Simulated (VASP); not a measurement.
Crystal: Rh.

```
Rh
1.0
     0.00000    1.88961    1.88961
     1.88961    0.00000    1.88961
     1.88961    1.88961    0.00000
Rh
1
Direct
  0.00000 0.00000 0.00000
```

Program: VASP 6.6.1. Alike in all runs: task single point; potentials or basis VASP PAW PBE potentials, release 64 (Rh_pv); no spin polarisation; cell as given; k mesh 18 × 18 × 18.

**Question.** Order these runs on this cell by their pressure, lowest first.
A. level PBEsol; cutoff (eV) 900; smearing gaussian 0.1 eV; further INCAR settings ALGO = Fast; EDIFF = 1e-07
B. level r2SCAN; cutoff (eV) 520; smearing gaussian 0.1 eV; further INCAR settings ALGO = Normal; EDIFF = 1e-07
C. level PBEsol; cutoff (eV) 520; smearing gaussian 0.5 eV; further INCAR settings ALGO = Fast; EDIFF = 1e-07

**Answer.** A (0.2 GPa), C (1.8 GPa), B (6.1 GPa).

Caveats: the PAW data sets were made with another functional, which shifts forces and pressure a little.

Not every run made on this cell is shown here.
